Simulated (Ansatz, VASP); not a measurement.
# Cross-check of Ga12Ge13O44 (amorphous 32Ga2O3-68GeO2 (mol %)) between VASP and Ansatz, part 2 of 3

Aim: how closely do two programs agree when they are given the same cell, functional and k mesh? Of the first pair: The structure shown is the start of the Ansatz relaxation below; VASP solves that cell, so the two are compared at the walk's first step.

VASP 6.6.1 and Ansatz 0.2.0.

So far: Set-up; Ansatz: relaxation, PBE.

### Step 3. VASP: single point, PBE, start cell, pair 1

Level of this step: PBE, spin-polarised from a ferromagnetic start; plane waves and PAW (Ga_d, Ge_d, O) (VASP).

The same cell, functional, mesh and smearing now go to VASP, with its own data sets.

Lines of VASP's logs that name or quote its potential files are left out, and so is its time.

INCAR

```
SYSTEM = Ga12Ge13O44
PREC = Accurate
ENCUT = 520
EDIFF = 1E-06
NELM = 200
ISMEAR = -1
SIGMA = 0.01
LREAL = Auto
ALGO = Normal
GGA = PE
NELECT = 603
NBANDS = 352
ISPIN = 2
MAGMOM = 0 0.01 0 0 0 0 0 0 0 0.01 0 0 0 0.01 0.01 0.01 0.01 0 0 0 0 0 0.01 0 0 0.01 0 0 0.01 0 0 0 0 0 0 0 0.01 0.01 0 0.01 0 0.01 0.01 0 0.01 0 0.01 0.01 0 0.01 0 0 0.01 0.01 0.01 0 0 0.01 0 0.01 0 0.01 0 0.01 0.01 0 0.01 0.01 0.01
LORBIT = 11
LWAVE = .FALSE.
LCHARG = .FALSE.
ISIF = 2
LASPH = .TRUE.
GGA_COMPAT = .FALSE.
NCORE = 2
```

POSCAR

```
Ga12Ge13O44
1.0
   10.3277000000      0.0000000000      0.0000000000
    0.0000000000     10.3277000000      0.0000000000
    0.0000000000      0.0000000000     10.3277000000
Ga Ge O
12 13 44
Direct
    0.3167500992      0.8215575588      0.8850470095
    0.3105144417      0.6994684199      0.1566563707
    0.3048984769      0.0983374808      0.0926246889
    0.1029561277      0.6314958800      0.8934709567
    0.3381875926      0.9050417808      0.6388547305
    0.5630198398      0.9409258596      0.0813637112
    0.2472476931      0.9550238679      0.3809657523
    0.8421913882      0.4577495473      0.0437270641
    0.1115446808      0.4288563765      0.1429069396
    0.0834067605      0.8718688575      0.1263592087
    0.5089613370      0.0411224184      0.3481995023
    0.8223031265      0.7525005568      0.9946357853
    0.0119000358      0.1861885996      0.1630856822
    0.3876177658      0.4669287450      0.3140195784
    0.2324428479      0.3890508051      0.5920872992
    0.5577330867      0.5993880535      0.9485364602
    0.9099121779      0.6649302362      0.2851264076
    0.1081654192      0.6896211160      0.5546539888
    0.9218412618      0.8802347086      0.7332513532
    0.6196829885      0.2833738393      0.1701346863
    0.0343638952      0.1247615636      0.5470337055
    0.7875712889      0.1721293221      0.3741200848
    0.5947597238      0.7276934845      0.3600995381
    0.3198388799      0.3864655248      0.9080240518
    0.6164199192      0.7695130571      0.6899890586
    0.7041935765      0.6011987180      0.0451310553
    0.0885966866      0.0234321291      0.4225045267
    0.9304007669      0.5929006458      0.9401318783
    0.2417285552      0.6727732215      0.7931388402
    0.2205524947      0.8315307377      0.2481965975
    0.7579035022      0.8637934874      0.6765204257
    0.9754737260      0.0339572218      0.6819524192
    0.9759094474      0.3165758107      0.0494204905
    0.1765059016      0.7537689902      0.0243810335
    0.4336589947      0.7063431355      0.0155697784
    0.8783659479      0.1079233518      0.2359383018
    0.2505882239      0.5339911113      0.2251711417
    0.3234311609      0.3876274485      0.7366015667
    0.1831966459      0.4763596929      0.9758707166
    0.1290800469      0.2810887226      0.2461729136
    0.9975309120      0.7332416705      0.6779340996
    0.9489431335      0.5188473716      0.1996378671
    0.6632841775      0.0729494466      0.4329231097
    0.5801969461      0.1124161236      0.1645865004
    0.5561160762      0.8707747127      0.2688013788
    0.3921976820      0.9551691083      0.0212825702
    0.1109153054      0.0507954336      0.0996930585
    0.6259186460      0.6296271193      0.7913765892
    0.8996485181      0.2185869071      0.4939434724
    0.1214403982      0.5176176690      0.5683453237
    0.9397058396      0.8597558024      0.9016528365
    0.4757593656      0.8478364011      0.7457613990
    0.7070402897      0.3364253416      0.0366974254
    0.0148145279      0.7098289067      0.4071961811
    0.9215410982      0.7915605604      0.1615848640
    0.1546326869      0.2370421294      0.5983907356
    0.2397532849      0.7938069464      0.5220232966
    0.3562555070      0.4027518228      0.4678776494
    0.7140892938      0.3154042042      0.3119958945
    0.6798900046      0.8613921783      0.9842365677
    0.3935629424      0.9871704252      0.4884824307
    0.4651761767      0.3546578619      0.2136196830
    0.3432322782      0.0773647569      0.2690434463
    0.2446914608      0.9493110760      0.7799800536
    0.4763984237      0.4484638400      0.9466483341
    0.3032814663      0.2374875335      0.9850886451
    0.4627167714      0.6275356565      0.2965229432
    0.7455096488      0.6531560754      0.3308287421
    0.5684324680      0.7255632910      0.5274746555
```

KPOINTS

```
Automatic mesh
0
Gamma
1 1 1
0 0 0
```

Potentials, in the order of the species: Ga_d, Ge_d and O (PBE family, release 64).

Launch:

```sh
> mpirun -np 8 vasp_gam
```

Numbers of over 12 decimals in the logs are rounded to 6 here.

What it wrote:

```text
[banner, memory and clock lines left out]
running    8 mpi-ranks, on    1 nodes
[...]
LDA part: xc-table for (Slater+PW92), standard interpolation
 POSCAR, INCAR and KPOINTS ok, starting setup
[...]
entering main loop
       N       E                     dE             d eps       ncg     rms          rms(c)
DAV:   1     0.178554258302E+05    0.17855E+05   -0.21803E+05  1712   0.401E+03
DAV:   2     0.451600313408E+04   -0.13339E+05   -0.12451E+05  1408   0.118E+03
DAV:   3     0.293716116891E+03   -0.42223E+04   -0.39946E+04  1752   0.404E+02
DAV:   4    -0.418839695789E+03   -0.71256E+03   -0.69479E+03  1680   0.180E+02
DAV:   5    -0.488982356746E+03   -0.70143E+02   -0.69354E+02  2056   0.601E+01BRMIX: very serious problems
 the old and the new charge density differ
 old charge density:   602.00000 new  603.00001
    0.503E+01
DAV:   6    -0.415113249242E+03    0.73869E+02   -0.30457E+02  2384   0.918E+01    0.160E+01
DAV:   7    -0.418094997891E+03   -0.29817E+01   -0.46302E+01  1800   0.158E+01    0.108E+01
DAV:   8    -0.417763716969E+03    0.33128E+00   -0.66566E+00  2024   0.113E+01    0.363E+00
DAV:   9    -0.417514377945E+03    0.24934E+00   -0.14371E+00  1960   0.694E+00    0.137E+00
[...]
DAV:  19    -0.417549411096E+03    0.26829E-05   -0.26155E-05  1696   0.273E-02    0.768E-03
DAV:  20    -0.417549410440E+03    0.65655E-06   -0.17793E-05  1848   0.186E-02    0.339E-03
DAV:  21    -0.417549410613E+03   -0.17363E-06   -0.52689E-06  1192   0.107E-02
   1 F= -.41754941E+03 E0= -.41754484E+03  d E =-.914370E-02  mag=     0.6584
```

Parts of OUTCAR (step 3):

```text
  FREE ENERGIE OF THE ION-ELECTRON SYSTEM (eV)
  ---------------------------------------------------
  free  energy   TOTEN  =      -417.5494106134 eV

  energy  without entropy=     -417.5402669166  energy(sigma->0) =     -417.54483876

 magnetization (x)
# of ion       s       p       d       tot
------------------------------------------
    1        0.005   0.001   0.000   0.007
    2        0.018   0.002   0.000   0.020
    3        0.010   0.001   0.000   0.011
    4        0.005   0.001   0.001   0.007
    5        0.003   0.000   0.000   0.004
    6        0.009   0.001   0.001   0.010
    7        0.004   0.000   0.000   0.004
    8        0.010   0.000   0.000   0.011
    9        0.009   0.002   0.000   0.011
   10        0.013   0.002   0.000   0.015
   11        0.007   0.000   0.001   0.007
   12        0.007   0.000   0.000   0.008
   13        0.006   0.001   0.000   0.008
[...]
--------------------------------------------------
tot          0.334   0.097   0.008   0.439

[... 1 further part left out ...]
```

The run ends at a pressure of -0.93 GPa, with forces up to 0.24 eV/Å.

### Step 4. Differences

Known differences besides the potentials themselves: VASP starts from the moments at which Ansatz ended; the cutoff is 420 eV in Ansatz and 520 eV in VASP (PREC = Accurate, projectors in real space). Total energies have different zeros and are not compared.

Forces on 10 of the 69 atoms, those with the largest forces and the largest differences (eV/Å; atoms numbered as in POSCAR):

```tsv
atom	Ansatz x, y, z	VASP x, y, z
Ge15	0.130, 0.059, -0.090	0.137, 0.033, -0.064
Ge20	-0.183, 0.061, -0.078	-0.201, 0.073, -0.104
O29	0.014, 0.004, -0.080	0.042, -0.024, -0.144
O37	-0.183, -0.038, -0.060	-0.173, -0.063, -0.036
O45	-0.026, 0.230, -0.074	-0.015, 0.185, -0.058
O58	-0.051, -0.104, 0.223	-0.068, -0.090, 0.200
O62	0.139, -0.178, -0.136	0.147, -0.159, -0.115
O64	-0.033, 0.046, -0.013	-0.099, 0.110, -0.004
O66	-0.005, -0.042, -0.022	0.002, 0.020, -0.048
O69	-0.008, 0.026, 0.234	0.017, 0.038, 0.211
```

The forces differ by 24 meV/Å r.m.s., which is 36.0 % of the r.m.s. force of 0.066 eV/Å (both taken over all components). Moments aren't recorded for both runs of this pair, so they may hold unlike magnetic states. The cell carries a charge of -1 e against a uniform background, so its pressure also hangs on how the neutralising background is counted, and in a defect's cell a gap may be the spacing between its levels.

### Step 5. Ansatz: relaxation, PBE

This run makes the geometry at which the two programs are then compared.

The structure compared here is the end of the Ansatz relaxation.

input.yaml

```yaml
crystal:
  lattice:
    - [10.3277, 0.0, 0.0]
    - [0.0, 10.3277, 0.0]
    - [0.0, 0.0, 10.3277]
  atoms:
    - { symbol: Ga, position: [0.31675, 0.82156, 0.88505] }
    - { symbol: Ga, position: [0.31051, 0.69947, 0.15666] }
    - { symbol: Ga, position: [0.3049, 0.09834, 0.09262] }
    - { symbol: Ga, position: [0.10296, 0.6315, 0.89347] }
    - { symbol: Ga, position: [0.33819, 0.90504, 0.63885] }
    - { symbol: Ga, position: [0.56302, 0.94093, 0.08136] }
    - { symbol: Ga, position: [0.24725, 0.95502, 0.38097] }
    - { symbol: Ga, position: [0.84219, 0.45775, 0.04373] }
    - { symbol: Ga, position: [0.11154, 0.42886, 0.14291] }
    - { symbol: Ga, position: [0.08341, 0.87187, 0.12636] }
    - { symbol: Ga, position: [0.50896, 0.04112, 0.3482] }
    - { symbol: Ga, position: [0.8223, 0.7525, 0.99464] }
    - { symbol: Ge, position: [0.0119, 0.18619, 0.16309] }
    - { symbol: Ge, position: [0.38762, 0.46693, 0.31402] }
    - { symbol: Ge, position: [0.23244, 0.38905, 0.59209] }
    - { symbol: Ge, position: [0.55773, 0.59939, 0.94854] }
    - { symbol: Ge, position: [0.90991, 0.66493, 0.28513] }
    - { symbol: Ge, position: [0.10817, 0.68962, 0.55465] }
    - { symbol: Ge, position: [0.92184, 0.88023, 0.73325] }
    - { symbol: Ge, position: [0.61968, 0.28337, 0.17013] }
    - { symbol: Ge, position: [0.03436, 0.12476, 0.54703] }
    - { symbol: Ge, position: [0.78757, 0.17213, 0.37412] }
    - { symbol: Ge, position: [0.59476, 0.72769, 0.3601] }
    - { symbol: Ge, position: [0.31984, 0.38647, 0.90802] }
    - { symbol: Ge, position: [0.61642, 0.76951, 0.68999] }
    - { symbol: O, position: [0.70419, 0.6012, 0.04513] }
    - { symbol: O, position: [0.0886, 0.02343, 0.4225] }
    - { symbol: O, position: [0.9304, 0.5929, 0.94013] }
    - { symbol: O, position: [0.24173, 0.67277, 0.79314] }
    - { symbol: O, position: [0.22055, 0.83153, 0.2482] }
    - { symbol: O, position: [0.7579, 0.86379, 0.67652] }
    - { symbol: O, position: [0.97547, 0.03396, 0.68195] }
    - { symbol: O, position: [0.97591, 0.31658, 0.04942] }
    - { symbol: O, position: [0.17651, 0.75377, 0.02438] }
    - { symbol: O, position: [0.43366, 0.70634, 0.01557] }
    - { symbol: O, position: [0.87837, 0.10792, 0.23594] }
    - { symbol: O, position: [0.25059, 0.53399, 0.22517] }
    - { symbol: O, position: [0.32343, 0.38763, 0.7366] }
    - { symbol: O, position: [0.1832, 0.47636, 0.97587] }
    - { symbol: O, position: [0.12908, 0.28109, 0.24617] }
    - { symbol: O, position: [0.99753, 0.73324, 0.67793] }
    - { symbol: O, position: [0.94894, 0.51885, 0.19964] }
    - { symbol: O, position: [0.66328, 0.07295, 0.43292] }
    - { symbol: O, position: [0.5802, 0.11242, 0.16459] }
    - { symbol: O, position: [0.55612, 0.87077, 0.2688] }
    - { symbol: O, position: [0.3922, 0.95517, 0.02128] }
    - { symbol: O, position: [0.11092, 0.0508, 0.09969] }
    - { symbol: O, position: [0.62592, 0.62963, 0.79138] }
    - { symbol: O, position: [0.89965, 0.21859, 0.49394] }
    - { symbol: O, position: [0.12144, 0.51762, 0.56835] }
    - { symbol: O, position: [0.93971, 0.85976, 0.90165] }
    - { symbol: O, position: [0.47576, 0.84784, 0.74576] }
    - { symbol: O, position: [0.70704, 0.33643, 0.0367] }
    - { symbol: O, position: [0.01481, 0.70983, 0.4072] }
    - { symbol: O, position: [0.92154, 0.79156, 0.16158] }
    - { symbol: O, position: [0.15463, 0.23704, 0.59839] }
    - { symbol: O, position: [0.23975, 0.79381, 0.52202] }
    - { symbol: O, position: [0.35626, 0.40275, 0.46788] }
    - { symbol: O, position: [0.71409, 0.3154, 0.312] }
    - { symbol: O, position: [0.67989, 0.86139, 0.98424] }
    - { symbol: O, position: [0.39356, 0.98717, 0.48848] }
    - { symbol: O, position: [0.46518, 0.35466, 0.21362] }
    - { symbol: O, position: [0.34323, 0.07736, 0.26904] }
    - { symbol: O, position: [0.24469, 0.94931, 0.77998] }
    - { symbol: O, position: [0.4764, 0.44846, 0.94665] }
    - { symbol: O, position: [0.30328, 0.23749, 0.98509] }
    - { symbol: O, position: [0.46272, 0.62754, 0.29652] }
    - { symbol: O, position: [0.74551, 0.65316, 0.33083] }
    - { symbol: O, position: [0.56843, 0.72556, 0.52747] }
total_charge: -1
kpoints:
  mp_grid: { grid: [1, 1, 1] }
hamiltonian:
  xc: pbe
  pseudopotentials: { kind: paw, azcp: { folder: soft_1 } }
scf:
  occupations: { method: fermi_dirac, width: 0.01 }
  lower_state_search: "off"
output:
  forces: true
magnetization:
  spin_polarized: true
  initial_magnetization: 1
relax:
  f_tol: 0.05
  max_steps: 90
```

Launch:

```sh
> ansatz run input.yaml --threads 4 --pin off --max-ram 8192MiB --backend cpu --events-out ev --progress --plain --runs-dir out
```

What it wrote:

```text
[...]
Crystal: 69 atoms, lattice volume = 1101.567 Å³
Basis set: ecut = 420 eV, 21559 PW (Γ), exchange–correlation on 144×144×144 points (8 copies of the dense FFT grid, shifted against one another)
Bands: 371, of which v1, the nominal top of the filled ones, is band 302 counted from 1 (301 counted from 0)
Symmetry: 1 space group operations
[...]
k-points: 1
[...]
Starting moments: Σ|m| = 1 μB on 69 of 69 sites
[...]
- { symbol: O, position: [0.087484, 0.022995, 0.423064] }
    - { symbol: O, position: [0.930855, 0.593072, 0.939417] }
    - { symbol: O, position: [0.241831, 0.673143, 0.791980] }
    - { symbol: O, position: [0.219854, 0.832214, 0.248142] }
    - { symbol: O, position: [0.757799, 0.864960, 0.677674] }
    - { symbol: O, position: [0.974020, 0.035500, 0.682786] }
    - { symbol: O, position: [0.976575, 0.316007, 0.047959] }
[...]
- { symbol: O, position: [0.304181, 0.236368, 0.984195] }
    - { symbol: O, position: [0.461897, 0.627778, 0.296220] }
    - { symbol: O, position: [0.745387, 0.651985, 0.332664] }
    - { symbol: O, position: [0.567711, 0.726568, 0.528685] }
```

### Step 6. VASP: single point, PBE, relaxed cell, pair 2

The same cell, functional, mesh and smearing now go to VASP, with its own data sets.

INCAR is that of step 3.

POSCAR

```
Ga12Ge13O44
1.0
   10.3277000000      0.0000000000      0.0000000000
    0.0000000000     10.3277000000      0.0000000000
    0.0000000000      0.0000000000     10.3277000000
Ga Ge O
12 13 44
Direct
    0.3166200000      0.8218000000      0.8852400000
    0.3107800000      0.6993400000      0.1573200000
    0.3043900000      0.0976200000      0.0923900000
    0.1038900000      0.6310100000      0.8933600000
    0.3381900000      0.9058800000      0.6392000000
    0.5626400000      0.9395600000      0.0815600000
    0.2467700000      0.9554600000      0.3808500000
    0.8428800000      0.4577200000      0.0431900000
    0.1116500000      0.4286100000      0.1429000000
    0.0827700000      0.8716600000      0.1258700000
    0.5089400000      0.0417100000      0.3476700000
    0.8226800000      0.7525000000      0.9955400000
    0.0120100000      0.1857000000      0.1618900000
    0.3875300000      0.4659000000      0.3134200000
    0.2333000000      0.3883300000      0.5922400000
    0.5585100000      0.5995400000      0.9491000000
    0.9098900000      0.6637400000      0.2860300000
    0.1090200000      0.6897300000      0.5559600000
    0.9216900000      0.8812300000      0.7347900000
    0.6191900000      0.2831300000      0.1676400000
    0.0334400000      0.1251300000      0.5471800000
    0.7871200000      0.1732900000      0.3730100000
    0.5942200000      0.7274900000      0.3605700000
    0.3210400000      0.3859400000      0.9082200000
    0.6162100000      0.7702100000      0.6908400000
    0.7051400000      0.6011400000      0.0460600000
    0.0874800000      0.0230000000      0.4230600000
    0.9308600000      0.5930700000      0.9394200000
    0.2418300000      0.6731400000      0.7919800000
    0.2198500000      0.8322100000      0.2481400000
    0.7578000000      0.8649600000      0.6776700000
    0.9740200000      0.0355000000      0.6827900000
    0.9765700000      0.3160100000      0.0479600000
    0.1765900000      0.7534800000      0.0240200000
    0.4335300000      0.7064500000      0.0147200000
    0.8779800000      0.1078800000      0.2356500000
    0.2493500000      0.5335200000      0.2253800000
    0.3247100000      0.3862600000      0.7366600000
    0.1835900000      0.4756700000      0.9751000000
    0.1283400000      0.2804800000      0.2464200000
    0.9974200000      0.7344000000      0.6786500000
    0.9490100000      0.5177600000      0.1993200000
    0.6625900000      0.0752800000      0.4336500000
    0.5807700000      0.1115500000      0.1640300000
    0.5567200000      0.8718800000      0.2690100000
    0.3919500000      0.9549100000      0.0208500000
    0.1108500000      0.0507000000      0.0978800000
    0.6263800000      0.6297000000      0.7911900000
    0.8990400000      0.2197100000      0.4935300000
    0.1220100000      0.5174900000      0.5700200000
    0.9399400000      0.8614800000      0.9033400000
    0.4757700000      0.8493800000      0.7467900000
    0.7081200000      0.3355700000      0.0346300000
    0.0153400000      0.7084600000      0.4084100000
    0.9208500000      0.7909500000      0.1623700000
    0.1540200000      0.2365000000      0.5989500000
    0.2401800000      0.7946500000      0.5224100000
    0.3568600000      0.4006000000      0.4680400000
    0.7139500000      0.3163100000      0.3099500000
    0.6799800000      0.8612000000      0.9837800000
    0.3931700000      0.9888000000      0.4888300000
    0.4646900000      0.3535500000      0.2113300000
    0.3428000000      0.0778100000      0.2690500000
    0.2439600000      0.9497800000      0.7801900000
    0.4779200000      0.4479000000      0.9463500000
    0.3041800000      0.2363700000      0.9842000000
    0.4619000000      0.6277800000      0.2962200000
    0.7453900000      0.6519800000      0.3326600000
    0.5677100000      0.7265700000      0.5286800000
```

KPOINTS is that of step 3.

Launch:

```sh
> mpirun -np 8 vasp_gam
```

What it wrote:

```text
[... set-up lines as in an earlier step ...]
 entering main loop
       N       E                     dE             d eps       ncg     rms          rms(c)
DAV:   1     0.179377507524E+05    0.17938E+05   -0.21549E+05  1672   0.401E+03
DAV:   2     0.451992970273E+04   -0.13418E+05   -0.12512E+05  1408   0.119E+03
DAV:   3     0.269896124077E+03   -0.42500E+04   -0.40285E+04  1768   0.405E+02
DAV:   4    -0.424019759207E+03   -0.69392E+03   -0.67887E+03  1696   0.179E+02
DAV:   5    -0.488939535502E+03   -0.64920E+02   -0.64144E+02  2064   0.583E+01BRMIX: very serious problems
 the old and the new charge density differ
 old charge density:   602.00000 new  603.00000
    0.501E+01
DAV:   6    -0.415249591858E+03    0.73690E+02   -0.30243E+02  2440   0.916E+01    0.160E+01
DAV:   7    -0.418116050829E+03   -0.28665E+01   -0.45135E+01  1784   0.154E+01    0.108E+01
DAV:   8    -0.417760547678E+03    0.35550E+00   -0.63115E+00  2040   0.114E+01    0.348E+00
DAV:   9    -0.417530008858E+03    0.23054E+00   -0.14461E+00  2000   0.716E+00    0.119E+00
[...]
DAV:  18    -0.417571498335E+03    0.50919E-05   -0.45728E-05  1744   0.315E-02    0.986E-03
DAV:  19    -0.417571495073E+03    0.32619E-05   -0.14219E-05  1752   0.197E-02    0.568E-03
DAV:  20    -0.417571494236E+03    0.83713E-06   -0.80849E-06  1472   0.127E-02
   1 F= -.41757149E+03 E0= -.41756730E+03  d E =-.839016E-02  mag=     0.7039
```

Parts of OUTCAR (step 6):

```text
  FREE ENERGIE OF THE ION-ELECTRON SYSTEM (eV)
  ---------------------------------------------------
  free  energy   TOTEN  =      -417.5714942358 eV

  energy  without entropy=     -417.5631040802  energy(sigma->0) =     -417.56729916

 magnetization (x)
# of ion       s       p       d       tot
------------------------------------------
    1        0.005   0.001   0.000   0.007
    2        0.020   0.002   0.000   0.022
    3        0.010   0.001   0.000   0.011
    4        0.005   0.001   0.001   0.007
    5        0.003   0.000   0.000   0.004
    6        0.009   0.001   0.001   0.011
    7        0.004   0.000   0.000   0.004
    8        0.011   0.000   0.000   0.011
    9        0.010   0.002   0.000   0.012
   10        0.014   0.002   0.000   0.016
   11        0.007   0.000   0.001   0.007
   12        0.007   0.000   0.000   0.008
   13        0.007   0.001   0.000   0.008
[...]
--------------------------------------------------
tot          0.354   0.110   0.008   0.472

[... 1 part as in an earlier step ...]
```

The run ends at a pressure of -1.29 GPa, with forces up to 0.10 eV/Å.

(Continued in part 3 of 3.)

[Lines on the potential files, build, host, timing and source positions are cut from VASP's logs without a mark.]

[Logs are printed without paths, hosts, clocks, repeated set-up lines and the standing remarks that a program may print on its own settings, such as how far it seeks lower states.]

[Hosts, paths, dates, database ids (printed as entryN), source tags and the programs' standing remarks are cut or masked in the printed files.]
